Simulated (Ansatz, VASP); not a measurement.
# Cross-check of Na2Si4O9 (glassy Na2Si4O9) between VASP and Ansatz

One calculation is typed for both programs; each brings its own data sets. How far apart do they land? The structure shown is the start of the Ansatz relaxation below; VASP solves that cell, so the two are compared at the walk's first step.

Method: plane waves, with VASP 6.6.1 beside it; single point at PBE, in Ansatz 0.2.0.

### Step 1. The starting structure

The cell holds 90 atoms: 12 Na, 54 O and 24 Si. Its edges and angles: a = 10.817 Å, b = 10.817 Å, c = 10.817 Å, α = 90.0°, β = 90.0°, γ = 90.0°. As first built, before any earlier steps moved the atoms (in the runner's words): 90 atoms (12 Na, 54 O, 24 Si) placed at random at 2.38 g/cm^3, melted at 4500 K for 20 ps at fixed volume with the Morse and Coulomb pair potential with partial charges (Pedone, Malavasi, Menziani, Cormack and Segre, J. Phys. Chem. B 110, 11780 (2006)). Quenched from 4500 K to 300 K at 10 K/ps and fixed volume, held 5 ps.

### Step 2. Ansatz: relaxation, PBE

Ansatz runs on its default PAW (the set named soft_2) files.

The two programs are compared at the cell with which this relaxation starts, whose forces are those of its first step.

File input.yaml:

```yaml
crystal:
  lattice:
    - [10.8166, 0.0, 0.0]
    - [0.0, 10.8166, 0.0]
    - [0.0, 0.0, 10.8166]
  atoms:
    - { symbol: Na, position: [0.71428, 0.9665, 0.51639] }
    - { symbol: Na, position: [0.96009, 0.74814, 0.85747] }
    - { symbol: Na, position: [0.54762, 0.9326, 0.03201] }
    - { symbol: Na, position: [0.40444, 0.25879, 0.90163] }
    - { symbol: Na, position: [0.40147, 0.1355, 0.30214] }
    - { symbol: Na, position: [0.30534, 0.81617, 0.24738] }
    - { symbol: Na, position: [0.91092, 0.97125, 0.7048] }
    - { symbol: Na, position: [0.51454, 0.89615, 0.28558] }
    - { symbol: Na, position: [0.07332, 0.16134, 0.44242] }
    - { symbol: Na, position: [0.68969, 0.99368, 0.81352] }
    - { symbol: Na, position: [0.91436, 0.31707, 0.09799] }
    - { symbol: Na, position: [0.1984, 0.71212, 0.70591] }
    - { symbol: O, position: [0.43772, 0.11444, 0.54001] }
    - { symbol: O, position: [0.91226, 0.35243, 0.46382] }
    - { symbol: O, position: [0.24444, 0.2368, 0.33484] }
    - { symbol: O, position: [0.72492, 0.11225, 0.66041] }
    - { symbol: O, position: [0.08466, 0.56867, 0.80173] }
    - { symbol: O, position: [0.55971, 0.68808, 0.71888] }
    - { symbol: O, position: [0.76253, 0.3802, 0.28053] }
    - { symbol: O, position: [0.69797, 0.28314, 0.50093] }
    - { symbol: O, position: [0.52537, 0.28268, 0.1157] }
    - { symbol: O, position: [0.1143, 0.12576, 0.76161] }
    - { symbol: O, position: [0.09926, 0.87572, 0.79852] }
    - { symbol: O, position: [0.03889, 0.87255, 0.31486] }
    - { symbol: O, position: [0.58371, 0.12966, 0.93906] }
    - { symbol: O, position: [0.7169, 0.54686, 0.84427] }
    - { symbol: O, position: [0.30332, 0.54607, 0.41413] }
    - { symbol: O, position: [0.67266, 0.60849, 0.17813] }
    - { symbol: O, position: [0.53135, 0.26508, 0.69314] }
    - { symbol: O, position: [0.51193, 0.60305, 0.49576] }
    - { symbol: O, position: [0.76011, 0.79155, 0.81057] }
    - { symbol: O, position: [0.27896, 0.26892, 0.66855] }
    - { symbol: O, position: [0.72894, 0.14481, 0.12759] }
    - { symbol: O, position: [0.28572, 0.96953, 0.6664] }
    - { symbol: O, position: [0.86581, 0.55232, 0.59395] }
    - { symbol: O, position: [0.46724, 0.73541, 0.17274] }
    - { symbol: O, position: [0.32353, 0.95048, 0.41053] }
    - { symbol: O, position: [0.75452, 0.33611, 0.74073] }
    - { symbol: O, position: [0.11792, 0.61684, 0.27582] }
    - { symbol: O, position: [0.59921, 0.72052, 0.96377] }
    - { symbol: O, position: [0.06522, 0.33658, 0.20692] }
    - { symbol: O, position: [0.05079, 0.96755, 0.53473] }
    - { symbol: O, position: [0.38274, 0.02366, 0.13432] }
    - { symbol: O, position: [0.47096, 0.85236, 0.55617] }
    - { symbol: O, position: [0.25527, 0.01333, 0.9126] }
    - { symbol: O, position: [0.48881, 0.52222, 0.06891] }
    - { symbol: O, position: [0.43675, 0.36858, 0.50708] }
    - { symbol: O, position: [0.16283, 0.74312, 0.48069] }
    - { symbol: O, position: [0.71692, 0.34155, 0.98134] }
    - { symbol: O, position: [0.9013, 0.55047, 0.1833] }
    - { symbol: O, position: [0.91876, 0.43447, 0.90046] }
    - { symbol: O, position: [0.00909, 0.74895, 0.11363] }
    - { symbol: O, position: [0.79697, 0.60924, 0.3819] }
    - { symbol: O, position: [0.20834, 0.17411, 0.09455] }
    - { symbol: O, position: [0.70484, 0.96019, 0.29254] }
    - { symbol: O, position: [0.3067, 0.37861, 0.15258] }
    - { symbol: O, position: [0.48985, 0.45198, 0.29376] }
    - { symbol: O, position: [0.84239, 0.1584, 0.33911] }
    - { symbol: O, position: [0.15397, 0.93419, 0.11762] }
    - { symbol: O, position: [0.14074, 0.34385, 0.86623] }
    - { symbol: O, position: [0.03975, 0.34313, 0.65378] }
    - { symbol: O, position: [0.07935, 0.52061, 0.49733] }
    - { symbol: O, position: [0.09051, 0.52599, 0.03824] }
    - { symbol: O, position: [0.91493, 0.98952, 0.15571] }
    - { symbol: O, position: [0.69683, 0.74415, 0.55317] }
    - { symbol: O, position: [0.92716, 0.77269, 0.50361] }
    - { symbol: Si, position: [0.25503, 0.02946, 0.06349] }
    - { symbol: Si, position: [0.03313, 0.597, 0.15153] }
    - { symbol: Si, position: [0.55284, 0.72313, 0.57849] }
    - { symbol: Si, position: [0.19629, 0.28465, 0.19377] }
    - { symbol: Si, position: [0.05682, 0.85157, 0.4579] }
    - { symbol: Si, position: [0.17081, 0.60554, 0.41713] }
    - { symbol: Si, position: [0.07286, 0.47481, 0.90389] }
    - { symbol: Si, position: [0.77914, 0.538, 0.25649] }
    - { symbol: Si, position: [0.18123, 0.99096, 0.78203] }
    - { symbol: Si, position: [0.67947, 0.25112, 0.64852] }
    - { symbol: Si, position: [0.7792, 0.41532, 0.86901] }
    - { symbol: Si, position: [0.43791, 0.49216, 0.42722] }
    - { symbol: Si, position: [0.56034, 0.65934, 0.09834] }
    - { symbol: Si, position: [0.44887, 0.41058, 0.15435] }
    - { symbol: Si, position: [0.97674, 0.4419, 0.56375] }
    - { symbol: Si, position: [0.79932, 0.05722, 0.22808] }
    - { symbol: Si, position: [0.82026, 0.67849, 0.51611] }
    - { symbol: Si, position: [0.02655, 0.88601, 0.16771] }
    - { symbol: Si, position: [0.13785, 0.27129, 0.73184] }
    - { symbol: Si, position: [0.41346, 0.24984, 0.59536] }
    - { symbol: Si, position: [0.37431, 0.96781, 0.53912] }
    - { symbol: Si, position: [0.63958, 0.22328, 0.04227] }
    - { symbol: Si, position: [0.79658, 0.28791, 0.39307] }
    - { symbol: Si, position: [0.66398, 0.68957, 0.83065] }
kpoints:
  mp_grid: { grid: [1, 1, 1] }
hamiltonian:
  xc: pbe
scf:
  occupations: { method: fermi_dirac, width: 0.025 }
output:
  forces: true
relax:
  f_tol: 0.05
  max_steps: 150
  cell: {}
```

Launch:

```console
$ ansatz run input.yaml --threads 4 --pin off --max-ram 8192MiB --backend cpu --events-out ev --progress --plain --runs-dir out
```

Numbers of over 12 decimals in the logs are rounded to 6 here.

Output:

```text
Engine: ansatz 0.2.0, aarch64-unknown-linux-gnu
Pseudopotentials: kind: paw
Pseudopotential: Na, paw, valence charge 9, recommended cutoff 420 eV (normal), Na.paw.azcp
Pseudopotential: O, paw, valence charge 6, recommended cutoff 420 eV (normal), O.paw.azcp
Pseudopotential: Si, paw, valence charge 4, recommended cutoff 420 eV (normal), Si.paw.azcp
Functional definition: PBE
  parameter kappa = 0.804
  parameter beta = 0.066725
  exchange = pbe_x(kappa = kappa, mu = beta*pi^2/3)
  correlation = pbe_c(beta = beta)
Crystal: 90 atoms, lattice volume = 1265.530 Å³
Basis set: ecut = 420 eV, 24837 PW (Γ), exchange–correlation on 150×150×150 points (8 copies of the dense FFT grid, shifted against one another)
Bands: 354, of which v1, the nominal top of the filled ones, is band 264 counted from 1 (263 counted from 0)
Symmetry: 1 space group operations
Space group: P1 (ITA 1), of the structure as read, at distance tolerance 1.1e-4 Å
k-points: 1
Non-local potential: Na, projectors of the file, l = 0: 3, l = 1: 2, l = 2: 1
Non-local potential: O, projectors of the file, l = 0: 2, l = 1: 2, l = 2: 1
Non-local potential: Si, projectors of the file, l = 0: 2, l = 1: 2, l = 2: 2
PAW form: soft (Blöchl's): semilocal exchange-correlation on the pseudo side does not see the compensation charge
PAW one-centre angular grid: Na, 110 points (default); XC on 64 Gauss nodes
PAW one-centre angular grid: O, 110 points (default); XC on 64 Gauss nodes
PAW one-centre angular grid: Si, 110 points (default); XC on 64 Gauss nodes
Initial density: superposition of atomic densities (neutral atoms: chi_scale 0, normalization atom), corrected by the library's trained network
Initial wavefunctions: pseudopotential atomic-orbital guess
Functional: x = pbe(κ = 0.804, μ = 0.219515), c = pbe(β = 0.066725)
SCF iter   1: F=—  HF=-63824.536981 eV  |F-HF|=—  |Δ(HF+E_count)|=         —  Δρ=3.08e-3  dr2=2.41e-1  ethr=1.77e-3  ⟨swp⟩=6.0  Hψ=1523  notcnv=0  defer=40
preconditioner: auto → Resta (q_TF=auto, 2.358 Å⁻¹)  ε∞=2.7  [insulator: Δε(μ)=2.425 eV  Ē_g=17.883 eV  σ=0.025 eV  W_gap=1.00  n_scr=256 (ndim 8)  ℏωp=23.4 eV  f_vac=0.193  D(μ)=0.00/eV (n_scr^D=0)  ε∞_Penn≈2.7]
SCF iter   2: F=—  HF=-63824.496515 eV  |F-HF|=—  |Δ(HF+E_count)|=   4.05e-2  Δρ=1.79e-3  dr2=5.57e-2  ethr=4.57e-5  ⟨swp⟩=2.0  Hψ=579  notcnv=0  defer=83
SCF iter   3: F=—  HF=-63824.485826 eV  |F-HF|=—  |Δ(HF+E_count)|=   1.07e-2  Δρ=6.95e-4  dr2=1.80e-2  ethr=1.05e-5  ⟨swp⟩=2.0  Hψ=442  notcnv=0  defer=83
SCF iter   4: F=—  HF=-63824.481451 eV  |F-HF|=—  |Δ(HF+E_count)|=   4.38e-3  Δρ=3.44e-4  dr2=1.56e-3  ethr=3.40e-6  ⟨swp⟩=2.0  Hψ=501  notcnv=0  defer=83
SCF iter   5: F=—  HF=-63824.481371 eV  |F-HF|=—  |Δ(HF+E_count)|=   8.04e-5  Δρ=1.93e-4  dr2=4.15e-4  ethr=2.95e-7  ⟨swp⟩=2.0  Hψ=588  notcnv=0  defer=83
SCF iter   6: F=—  HF=-63824.481367 eV  |F-HF|=—  |Δ(HF+E_count)|=   3.27e-6  Δρ=5.09e-5  dr2=2.83e-5  ethr=7.86e-8  ⟨swp⟩=2.0  Hψ=451  notcnv=0  defer=83
SCF iter   7: F=—  HF=-63824.479080 eV  |F-HF|=—  |Δ(HF+E_count)|=   2.29e-3  Δρ=2.22e-5  dr2=5.43e-6  ethr=5.37e-9  ⟨swp⟩=2.0  Hψ=533  notcnv=0  defer=83
SCF iter   8: F=—  HF=-63824.479083 eV  |F-HF|=—  |Δ(HF+E_count)|=   2.40e-6  Δρ=8.65e-6  dr2=9.77e-7  ethr=1.03e-9  ⟨swp⟩=2.0  Hψ=451  notcnv=0  defer=83
SCF iter   9: F=-63824.479083 eV  HF=-63824.479083 eV  |F-HF|=4.49e-8  |Δ(HF+E_count)|=   5.78e-7  Δρ=2.55e-6  dr2=9.34e-8  ethr=1.89e-11  ⟨swp⟩=3.0  Hψ=1194  notcnv=0
SCF 1 converged in 9 iterations: F = -63824.479083 eV  dr2 = 9.34e-8
  greatest PAW one-centre occupation: 0.999 electrons in one spin orbital (limit 2), on the Na atom at site 4 (counted from 0), in its partial waves of l = 0
relax step   1: F+E_penalty+E_count = -63824.47908314 eV  Δ(F+E_penalty+E_count) = +0.000e0 eV  max|allowed force component| = 4.919e0 eV/Å  Δτ_max = 0.0000 Å  P = +4.903 GPa  Ω = 1265.530 Å³  (9 SCF iters, dr2 threshold 1.00e-7 eV, accepted)
Crystal: 90 atoms, lattice volume = 1278.924 Å³
Basis set: ecut = 420 eV, 24993 PW (Γ), exchange–correlation on 150×150×150 points (8 copies of the dense FFT grid, shifted against one another)
Initial density: handed on by an earlier stage of this run
Initial wavefunctions: those handed on with the density
iter 1 solved again at ethr=2.68e-4 eV; its pass at ethr=3.10e-3 eV (dr2=1.42e0 eV) is discarded
SCF iter   1: F=—  HF=-63829.151409 eV  |F-HF|=—  |Δ(HF+E_count)|=         —  Δρ=1.32e-2  dr2=1.42e0  ethr=2.68e-4  ⟨swp⟩=7.0  Hψ=1671  notcnv=0
preconditioner: auto → Resta (q_TF=auto, 2.354 Å⁻¹)  ε∞=2.7  [insulator: Δε(μ)=2.157 eV  Ē_g=17.822 eV  σ=0.025 eV  W_gap=1.00  n_scr=256 (ndim 8)  ℏωp=23.3 eV  f_vac=0.199  D(μ)=0.00/eV (n_scr^D=0)  ε∞_Penn≈2.7]
SCF iter   2: F=—  HF=-63828.795835 eV  |F-HF|=—  |Δ(HF+E_count)|=   3.56e-1  Δρ=6.74e-3  dr2=3.77e-1  ethr=2.68e-4  ⟨swp⟩=7.0  Hψ=723  notcnv=0
[...]
atom  77  Si    -0.00246905    -0.00027127    -0.00184924
  atom  78  Si    -0.00013022    -0.00227908     0.00043135
  atom  79  Si    -0.00224935     0.00351304    -0.00045495
  atom  80  Si     0.00052147     0.00135507     0.00095074
  atom  81  Si     0.00159913     0.00271238    -0.00141560
  atom  82  Si    -0.00023719    -0.00079903    -0.00121541
  atom  83  Si    -0.00473092    -0.00070855    -0.00159548
  atom  84  Si     0.00066626     0.00337292     0.00181150
  atom  85  Si    -0.00139917     0.00053906    -0.00051753
  atom  86  Si    -0.00035784    -0.00288068    -0.00126838
  atom  87  Si     0.00134727     0.00066088     0.00194169
  atom  88  Si    -0.00173637     0.00028042    -0.00242922
  atom  89  Si     0.00067190     0.00156615     0.00200392
  atom  90  Si    -0.00296822    -0.00217311     0.00037127
  max |Σ_I F_I| component: 5.63e-5 eV/Å
--- Stress (GPa, compression-positive) ---
        0.002935       0.006283       0.003273
        0.006284      -0.000892      -0.000981
        0.003273      -0.000980       0.006618
  P = ⅓ Tr σ = 0.0029 GPa (0.029 kbar)
--- Relaxed structure (28 steps of the walk, 26 accepted, 3 SCFs on fresh bases) ---
  F+E_penalty+E_count = -63834.45150903 eV   max|allowed force component| = 5.796e-3 eV/Å   (the final SCF, on the basis selected at the relaxed cell)
  cell:  # Å, volume = 1288.7614 Å³
    - [11.013391, 0.491424, 0.083167]
    - [0.491424, 10.416803, -0.043398]
    - [0.083167, -0.043398, 11.258089]
  atoms:
    - { symbol: Na, position: [0.781976, 0.992942, 0.501051] }
    - { symbol: Na, position: [0.950185, 0.773721, 0.895756] }
    - { symbol: Na, position: [0.512015, 0.944012, 0.079955] }
    - { symbol: Na, position: [0.355902, 0.246321, 0.947852] }
    - { symbol: Na, position: [0.399386, 0.093925, 0.311921] }
    - { symbol: Na, position: [0.303934, 0.820277, 0.272434] }
    - { symbol: Na, position: [0.949452, 1.036939, 0.706946] }
    - { symbol: Na, position: [0.604095, 0.819179, 0.343790] }
    - { symbol: Na, position: [0.126024, 0.092783, 0.426734] }
    - { symbol: Na, position: [0.645794, 1.016357, 0.808693] }
    - { symbol: Na, position: [0.951369, 0.272024, 0.082537] }
    - { symbol: Na, position: [0.141595, 0.718183, 0.688515] }
    - { symbol: O, position: [0.446610, 0.102437, 0.563097] }
    - { symbol: O, position: [0.947768, 0.299505, 0.443545] }
    - { symbol: O, position: [0.222727, 0.224163, 0.318929] }
    - { symbol: O, position: [0.755841, 0.112109, 0.666252] }
    - { symbol: O, position: [0.028211, 0.592967, 0.787724] }
    - { symbol: O, position: [0.555176, 0.689487, 0.747976] }
    - { symbol: O, position: [0.783417, 0.380849, 0.279881] }
    - { symbol: O, position: [0.714278, 0.296098, 0.499673] }
    - { symbol: O, position: [0.563694, 0.304729, 0.139176] }
    - { symbol: O, position: [0.133842, 0.135898, 0.739171] }
    - { symbol: O, position: [0.096920, 0.897528, 0.795466] }
    - { symbol: O, position: [0.062800, 0.886077, 0.305662] }
    - { symbol: O, position: [0.557263, 0.131804, 0.964803] }
    - { symbol: O, position: [0.731760, 0.563373, 0.867727] }
    - { symbol: O, position: [0.315640, 0.590539, 0.432866] }
    - { symbol: O, position: [0.682871, 0.573876, 0.141350] }
    - { symbol: O, position: [0.556167, 0.279328, 0.680343] }
    - { symbol: O, position: [0.524109, 0.583404, 0.529153] }
    - { symbol: O, position: [0.740090, 0.820235, 0.840319] }
    - { symbol: O, position: [0.313046, 0.280697, 0.693329] }
    - { symbol: O, position: [0.760431, 0.149930, 0.102022] }
    - { symbol: O, position: [0.316351, 0.952548, 0.700231] }
    - { symbol: O, position: [0.900078, 0.535601, 0.535258] }
    - { symbol: O, position: [0.496713, 0.755876, 0.201822] }
[...]
- { symbol: O, position: [0.074982, 0.983354, 0.087757] }
    - { symbol: O, position: [0.155638, 0.365734, 0.849590] }
    - { symbol: O, position: [0.069071, 0.348341, 0.631821] }
    - { symbol: O, position: [0.116777, 0.469952, 0.442728] }
    - { symbol: O, position: [0.084034, 0.537644, 0.012504] }
    - { symbol: O, position: [0.861523, 0.934810, 0.184474] }
    - { symbol: O, position: [0.711452, 0.719001, 0.572066] }
    - { symbol: O, position: [0.885816, 0.775671, 0.431867] }
    - { symbol: Si, position: [0.208555, 0.043397, 0.066832] }
    - { symbol: Si, position: [0.053531, 0.573097, 0.154177] }
    - { symbol: Si, position: [0.567012, 0.706396, 0.606199] }
    - { symbol: Si, position: [0.200428, 0.299608, 0.199533] }
    - { symbol: Si, position: [0.017143, 0.843045, 0.439012] }
    - { symbol: Si, position: [0.173414, 0.597681, 0.397037] }
    - { symbol: Si, position: [0.045965, 0.484296, 0.883770] }
    - { symbol: Si, position: [0.778649, 0.534356, 0.243840] }
    - { symbol: Si, position: [0.198847, 0.995067, 0.791857] }
    - { symbol: Si, position: [0.703609, 0.257337, 0.643877] }
    - { symbol: Si, position: [0.781724, 0.414230, 0.858615] }
    - { symbol: Si, position: [0.441642, 0.497379, 0.444141] }
    - { symbol: Si, position: [0.550357, 0.654012, 0.105556] }
    - { symbol: Si, position: [0.458602, 0.418214, 0.173986] }
    - { symbol: Si, position: [1.006334, 0.415396, 0.515654] }
    - { symbol: Si, position: [0.759750, 0.055139, 0.219715] }
    - { symbol: Si, position: [0.814638, 0.655005, 0.479497] }
    - { symbol: Si, position: [0.00566812, 0.881724, 0.170384] }
    - { symbol: Si, position: [0.167074, 0.284340, 0.725842] }
    - { symbol: Si, position: [0.434057, 0.253212, 0.607641] }
    - { symbol: Si, position: [0.381933, 0.961180, 0.567299] }
    - { symbol: Si, position: [0.641288, 0.224319, 0.032477] }
    - { symbol: Si, position: [0.812596, 0.280877, 0.388960] }
    - { symbol: Si, position: [0.656426, 0.705802, 0.857155] }
```

In the SCF lines HF is the Harris–Foulkes energy and dr2 the Hartree energy of the density residual, in eV; the loop may stop once dr2 is under the threshold and the program's other checks hold. Hψ counts applications of the Hamiltonian.

(Part 1 of 2 ends here.)

[Lines on the potential files, build, host, timing and source positions are cut from VASP's logs without a mark.]

[Logs are printed without paths, hosts, clocks, repeated set-up lines and the standing remarks that a program may print on its own settings, such as how far it seeks lower states.]

[Hosts, paths, dates, database ids (printed as entryN), source tags and the programs' standing remarks are cut or masked in the printed files.]
